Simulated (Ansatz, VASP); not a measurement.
## One calculation of Sr2TiC2, two programs

```xyz
5
Lattice="3.4940 0.0000 0.0000 -1.7470 3.0259 0.0000 0.0000 0.0000 9.5369" Properties=species:S:1:pos:R:3 pbc="T T T"
Sr    0.0000    2.0173    2.0438
Sr    1.7470    1.0086    7.4931
Ti    0.0000    0.0000    4.7684
C     0.0000    2.0173    5.8298
C     1.7470    1.0086    3.7071
```

Alike in both runs: functional PBE; k mesh 12 × 12 × 4; occupations gaussian, width 0.1 eV; no spin polarisation.

Ansatz relaxed the structure, and its values are those at the end. VASP's run is a single point on that final structure, the one shown.

```csv
,VASP,Ansatz
version,VASP 6.6.1,Ansatz 0.2.0
potentials or method,"VASP PAW PBE potentials, release 64 (Sr_sv, Ti_sv, C)","scalar-relativistic, plane waves, PAW"
plane-wave cutoff (eV),520,420
valence electrons in the cell,40,40
```

```tsv
	VASP	Ansatz	Ansatz less VASP
gap on the k mesh at the Fermi level (eV)	none	none	-
pressure (GPa)	0.3	0.0	-0.27
rms of the force components (eV/Å)	0.019	0.001	-0.0178
```

A gap of «none» marks a metal or a gap that the smearing closes. With one functional, cell and mesh, what is left measures potentials, basis and numerics.
